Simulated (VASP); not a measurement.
Energy against volume of SiO2 (rutile). Computed with PBE GGA with D3 dispersion (zero damping), VASP's PBE PAW potentials (set 64) (plane waves; VASP). Settings: 520 eV cut-off, 5×5×8 Γ-centred mesh, Gaussian smearing of 0.050 eV, potentials Si O.

Shape and ions are relaxed at each volume.

```tsv
V (Å³/atom)	E (eV/atom)
7.485	-7.84118
7.723	-7.86299
7.962	-7.87003
8.201	-7.86488
```

Problem. Fit these four points and predict the energy of the run at 8.440 Å³/atom.

Solution. A cubic in V^(−2/3), the third-order Birch-Murnaghan form, passes through the four points with V0 = 7.97 Å³/atom and B0 = 269 GPa, and gives -7.8498 eV/atom there. The run gave -7.8498 eV/atom, -0.1 meV/atom from the fit; all five points give B0 = 268 GPa.

The compound is SiO2 in the rutile structure, stishovite, a high-pressure form. It was relaxed first.
